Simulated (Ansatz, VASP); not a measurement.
# Li6MgBr8 (Li6MgBr8 (Fm-3m)) in two plane-wave programs, part 2 of 2

One calculation is typed for both programs; each brings its own data sets. How far apart do they land? The cell is taken from a series of runs on this material, whose earlier steps may have relaxed, scaled, displaced or heated it; both programs get it as it stands.

VASP 6.6.1 and Ansatz 0.2.0.

So far: The starting structure; VASP: relaxation of cell and atoms, r2SCAN.

**3. Ansatz: relaxation of cell and atoms, r2SCAN**

Level of this step: Ansatz beside VASP: Kohn-Sham DFT, plane waves, r2SCAN (Ansatz).

Ansatz runs on its default PAW (the set named soft_2) files.

The same cell, functional and mesh now go to Ansatz.

Contents of input.yaml:

```yaml
crystal:
  lattice:
    - [0.0, 5.4592146, 5.4592146]
    - [5.4592146, 0.0, 5.4592146]
    - [5.4592146, 5.4592146, 0.0]
  atoms:
    - { symbol: Li, position: [0.0, 0.5, 0.0] }
    - { symbol: Li, position: [0.5, 0.0, 0.0] }
    - { symbol: Li, position: [0.0, 0.5, 0.5] }
    - { symbol: Li, position: [0.5, 0.0, 0.5] }
    - { symbol: Li, position: [0.0, 0.0, 0.5] }
    - { symbol: Li, position: [0.5, 0.5, 0.0] }
    - { symbol: Mg, position: [0.0, 0.0, 0.0] }
    - { symbol: Br, position: [0.25, 0.25, 0.25] }
    - { symbol: Br, position: [0.75, 0.75, 0.75] }
    - { symbol: Br, position: [0.2444729, 0.7555271, 0.2444729] }
    - { symbol: Br, position: [0.2444729, 0.7555271, 0.7555271] }
    - { symbol: Br, position: [0.7555271, 0.2444729, 0.2444729] }
    - { symbol: Br, position: [0.7555271, 0.7555271, 0.2444729] }
    - { symbol: Br, position: [0.2444729, 0.2444729, 0.7555271] }
    - { symbol: Br, position: [0.7555271, 0.2444729, 0.7555271] }
basis:
  ecutwfc: 500
  xc_grid: 2
hamiltonian:
  xc: r2scan
kpoints:
  mp_grid: { grid: [5, 5, 5] }
scf:
  occupations: { method: fixed }
  max_iter: 100
relax:
  f_tol: 0.005
  max_steps: 60
  cell: {}
output:
  forces: true
  stress: true
checkpoint:
  write: "../cell.run"
  compress: false
  write_wavefunctions: false
  write_every: 100000
```

Started as:

```
> ansatz run input.yaml --threads 4 --pin off --max-ram 7536MiB --backend cpu --events-out ev --progress --plain --runs-dir out
```

Numbers of over 12 decimals in the logs are rounded to 6 here.

The log of the run:

```text
Engine: ansatz 0.2.0, x86_64-unknown-linux-gnu
Pseudopotentials: kind: paw
Pseudopotential: Li, paw, valence charge 3, recommended cutoff 500 eV (meta_gga), Li.paw.azcp
Pseudopotential: Mg, paw, valence charge 10, recommended cutoff 500 eV (meta_gga), Mg.paw.azcp
Pseudopotential: Br, paw, valence charge 7, recommended cutoff 500 eV (meta_gga), Br.paw.azcp
Functional definition: r2SCAN
  parameter k0 = 0.174
  parameter k1 = 0.065
  parameter a1 = 4.9479
  exchange = r2scan_x(k0 = k0, k1 = k1, a1 = a1)
  correlation = r2scan_c
Crystal: 15 atoms, lattice volume = 325.402 Å³
Basis set: ecut = 500 eV, 8363 PW (Γ), exchange–correlation on 120×120×120 points (8 copies of the dense FFT grid, shifted against one another)
Bands: 57, of which v1, the nominal top of the filled ones, is band 42 counted from 1 (41 counted from 0)
Symmetry: 48 space group operations
Space group: Fm-3m (ITA 225), of the structure as read, at distance tolerance 6.9e-5 Å
k-points: 10 of 125
Non-local potential: Li, projectors of the file, l = 0: 3, l = 1: 2, l = 2: 1
Non-local potential: Mg, projectors of the file, l = 0: 3, l = 1: 2, l = 2: 1
Non-local potential: Br, projectors of the file, l = 0: 2, l = 1: 2, l = 2: 2
PAW form: soft (Blöchl's): semilocal exchange-correlation on the pseudo side does not see the compensation charge
PAW frozen core: Mg, regenerated for the run's functional (the file was generated under x = pbe(κ = 0.804, μ = 0.219515), c = pbe(β = 0.066725))
PAW frozen core: Br, regenerated for the run's functional (the file was generated under x = pbe(κ = 0.804, μ = 0.219515), c = pbe(β = 0.066725))
PAW one-centre angular grid: Li, 302 points (default); XC on 327 of its mesh's 2665 points in the sphere
PAW one-centre angular grid: Mg, 302 points (default); XC on 224 Gauss nodes
PAW one-centre angular grid: Br, 302 points (default); XC on 160 Gauss nodes
Initial density: superposition of atomic densities (neutral atoms: chi_scale 0, normalization atom), corrected by the library's trained network
Initial wavefunctions: pseudopotential atomic-orbital guess
Functional: x = r2scan, c = r2scan; τ floored in thin density (d = 2e-4 eV/Å³)
SCF iter   1: F=—  HF=-25525.916822 eV  |F-HF|=—  |Δ(HF+E_count)|=         —  Δρ=3.09e-3  dr2=3.52e-2  dr2_τ=2.50e-2  ethr=1.77e-3  ⟨swp⟩=5.6  Hψ=2037  notcnv=0  defer=109
preconditioner: auto → Resta (q_TF=auto, 2.177 Å⁻¹)  ε∞=2.6  [insulator: Δε(μ)=5.596 eV  Ē_g=12.843 eV  n_scr=58 (ndim 8)  ℏωp=16.5 eV  f_vac=0.008  ε∞_Penn≈2.6]
SCF iter   2: F=—  HF=-25526.068756 eV  |F-HF|=—  |Δ(HF+E_count)|=   1.52e-1  Δρ=1.59e-3  dr2=9.95e-3  dr2_τ=2.47e-4  ethr=4.19e-5  ⟨swp⟩=3.2  Hψ=1127  notcnv=0  defer=130
SCF iter   3: F=—  HF=-25526.069840 eV  |F-HF|=—  |Δ(HF+E_count)|=   1.08e-3  Δρ=2.95e-4  dr2=2.89e-4  dr2_τ=1.78e-5  ethr=1.18e-5  ⟨swp⟩=3.0  Hψ=940  notcnv=0  defer=60
automatic band count: iteration 3 solves 50 bands in place of 57: the levels show a gap, and the empty bands left out lie too high to hold charge; the band table lists the bands solved (type scf.n_extra_bands for more)
SCF iter   4: F=—  HF=-25526.069964 eV  |F-HF|=—  |Δ(HF+E_count)|=   1.24e-4  Δρ=6.24e-5  dr2=1.45e-5  dr2_τ=4.89e-7  ethr=3.44e-7  ⟨swp⟩=2.0  Hψ=738  notcnv=0  defer=60
SCF iter   5: F=—  HF=-25526.070172 eV  |F-HF|=—  |Δ(HF+E_count)|=   2.08e-4  Δρ=1.06e-5  dr2=6.74e-7  dr2_τ=3.88e-8  ethr=1.72e-8  ⟨swp⟩=2.0  Hψ=739  notcnv=0  defer=25
SCF iter   6: F=-25526.070172 eV  HF=-25526.070172 eV  |F-HF|=5.58e-9  |Δ(HF+E_count)|=   5.49e-9  Δρ=2.64e-6  dr2=3.30e-8  dr2_τ=8.45e-10  ethr=1.19e-10  ⟨swp⟩=5.0  Hψ=2017  notcnv=0
SCF 1 converged in 6 iterations: F = -25526.070172 eV  dr2 = 3.30e-8
  greatest PAW one-centre occupation: 1.000 electrons in one spin orbital (limit 2), on the Mg atom at site 6 (counted from 0), in its partial waves of l = 0
relax step   1: F+E_penalty+E_count = -25526.07017231 eV  Δ(F+E_penalty+E_count) = +0.000e0 eV  max|allowed force component| = 1.975e-2 eV/Å  Δτ_max = 0.0000 Å  P = +0.397 GPa  Ω = 325.402 Å³  (6 SCF iters, dr2 threshold 1.00e-7 eV, accepted)
[...]
relax step   2: F+E_penalty+E_count = -25526.07356989 eV  Δ(F+E_penalty+E_count) = -3.398e-3 eV  max|allowed force component| = 5.236e-2 eV/Å  Δτ_max = 0.0255 Å  P = -0.102 GPa  Ω = 333.425 Å³  energy of the carried Pulay correction = -1.071e-3 eV  (6 SCF iters, dr2 threshold 3.94e-7 eV, accepted)
[...]
relax step   3: F+E_penalty+E_count = -25526.07679955 eV  Δ(F+E_penalty+E_count) = -3.230e-3 eV  max|allowed force component| = 2.528e-3 eV/Å  Δτ_max = 0.0125 Å  P = -0.000 GPa  Ω = 330.903 Å³  energy of the carried Pulay correction = -7.371e-4 eV  (5 SCF iters, dr2 threshold 1.71e-7 eV, accepted)
[...]
relax step   4: F+E_penalty+E_count = -25526.07751075 eV  Δ(F+E_penalty+E_count) = -7.112e-4 eV  max|allowed force component| = 2.426e-3 eV/Å  Δτ_max = 0.0000 Å  P = +0.000 GPa  Ω = 330.903 Å³  stress off target by 6.51e-5 GPa  SCF on the basis re-selected at this cell (its energy is not comparable with the rows above)  (5 SCF iters)
basis re-selected at this cell: Δ(F+E_penalty+E_count) = -7.112e-4 eV, ΔP = +0.000 GPa vs the last step (what re-selecting the basis moved, of the pressure what is left beyond the Pulay correction that the steps carried, after the strain that the cell walked since its last selection, with what the two solves' SCF thresholds leave and, on support functions, any second-order correction that the steps lacked; it is no m [...]
SCF converged after 5 iterations
Free energy (F): -25526.077511 eV
Harris-Foulkes:  -25526.077511 eV  (|F-HF|=2.22e-10)
Internal energy: -25526.077511 eV  (E = F + TS)
E sigma→0 (E₀):  -25526.077511 eV
Fermi energy:    1.754917 eV
--- Per-component energies (eV) ---
  E_band       = -1087.050406
  E_kinetic    = 1284.928763
  E_local      = -4366.531105  (includes V_loc(G=0)·N_el)
  E_nonlocal   = 456.135943
  E_hartree    = 1382.249238
  E_xc         = -2103.799257
  E_vxc        = -1055.251124  (∫ρ·V_xc dr)
  E_paw        = -18589.063559  (= ΣΔE_a)
  E_vpaw       = -225.252933  (= ΣTr[D̂ρ^β])
  E_aug_tail   = -0.000571  (compensation charges beyond the density's cutoff)
  E_vtau       = 54.422182  (kinetic-family band-sum trace: ∫τ·v_τ [+ j·A + Jᵃ·Aᵃ] dr)
  E_ewald      = -3588.705204
  E_core_change = -1.291758  (= ΣΔE_core)
  E_smearing   = -0.000000  (= −TS)
  E_closure    = 0.000000  (closes the sum)
  Σ components = -25526.077511   (vs F -25526.077511, Δ=0.00e0)
--- Forces (eV/Å), atoms counted from 1 ---
  atom   1  Li     0.00000000    -0.00000000    -0.00000000
  atom   2  Li     0.00000000     0.00000000     0.00000000
  atom   3  Li     0.00000000     0.00000000    -0.00000000
  atom   4  Li     0.00000000    -0.00000000    -0.00000000
  atom   5  Li     0.00000000    -0.00000000     0.00000000
  atom   6  Li     0.00000000    -0.00000000    -0.00000000
  atom   7  Mg    -0.00000000     0.00000000     0.00000000
  atom   8  Br    -0.00000000     0.00000000     0.00000000
  atom   9  Br     0.00000000    -0.00000000    -0.00000000
  atom  10  Br    -0.00000000     0.00242639    -0.00000000
  atom  11  Br    -0.00242639     0.00000000     0.00000000
  atom  12  Br     0.00242639    -0.00000000    -0.00000000
  atom  13  Br    -0.00000000     0.00000000    -0.00242639
  atom  14  Br     0.00000000     0.00000000     0.00242639
  atom  15  Br     0.00000000    -0.00242639     0.00000000
  max |Σ_I F_I| component: 1.59e-18 eV/Å
--- Stress (GPa, compression-positive) ---
        0.000065      -0.000000      -0.000000
        0.000000       0.000065       0.000000
       -0.000000      -0.000000       0.000065
  P = ⅓ Tr σ = 0.0001 GPa (0.001 kbar)
--- Relaxed structure (3 steps of the walk, 3 accepted, 1 SCFs on fresh bases) ---
  F+E_penalty+E_count = -25526.07751075 eV   max|allowed force component| = 2.426e-3 eV/Å   (the final SCF, on the basis selected at the relaxed cell)
  cell:  # Å, volume = 330.9032 Å³
    - [0, 5.489806, 5.489806]
    - [5.489806, 0, 5.489806]
    - [5.489806, 5.489806, 0]
  atoms:
    - { symbol: Li, position: [0.0, 0.5, 0.0] }
    - { symbol: Li, position: [0.5, 0.0, 0.0] }
    - { symbol: Li, position: [0.0, 0.5, 0.5] }
    - { symbol: Li, position: [0.5, 0.0, 0.5] }
    - { symbol: Li, position: [0, 0, 0.5] }
    - { symbol: Li, position: [0.5, 0.5, 0.0] }
    - { symbol: Mg, position: [0, 0, 0] }
    - { symbol: Br, position: [0.25, 0.25, 0.25] }
    - { symbol: Br, position: [0.75, 0.75, 0.75] }
    - { symbol: Br, position: [0.243288, 0.756712, 0.243288] }
    - { symbol: Br, position: [0.243288, 0.756712, 0.756712] }
    - { symbol: Br, position: [0.756712, 0.243288, 0.243288] }
    - { symbol: Br, position: [0.756712, 0.756712, 0.243288] }
    - { symbol: Br, position: [0.243288, 0.243288, 0.756712] }
    - { symbol: Br, position: [0.756712, 0.243288, 0.756712] }
```

**4. Side by side**

Known differences besides the potentials themselves: VASP keeps PBE cores, Ansatz makes them for the functional; fixed occupations in Ansatz, narrow Gaussian smearing in VASP; the data sets hold 84 valence electrons in Ansatz (on its default PAW (the set named soft_2) files) and 76 in VASP; the cutoff is 500 eV in Ansatz and 830 eV in VASP; Ansatz adds a Pulay correction to the stress that steers its cell, VASP none. Total energies have different zeros and are not compared.

The two programs side by side:

```csv
quantity,Ansatz,VASP,difference
volume (Å³),330.90,327.15,+1.15 %
"edge a after relaxation, in the typed setting (Å)",7.764,7.734,+0.38 %
```

**5. Results**

```
difference in volume (relaxation of cell and atoms, r2SCAN) : 1.1 %
```

What this shows: The difference in volume is 1.1 % (relaxation of cell and atoms, r2SCAN), at about the 1.2 % picked in this series as the mark of a large difference, as far as the stopping tolerances let one tell. The data sets hold unlike numbers of valence electrons (84 in Ansatz and 76 in VASP), so part of the differences comes from the potentials. Such differences can come from data sets, numerical settings and the points named under the comparisons, not from the functional's error against experiment.

[Lines on the potential files, build, host, timing and source positions are cut from VASP's logs without a mark.]

[Logs are printed without paths, hosts, clocks, repeated set-up lines and the standing remarks that a program may print on its own settings, such as how far it seeks lower states.]

[Hosts, paths, dates, database ids (printed as entryN), source tags and the programs' standing remarks are cut or masked in the printed files.]
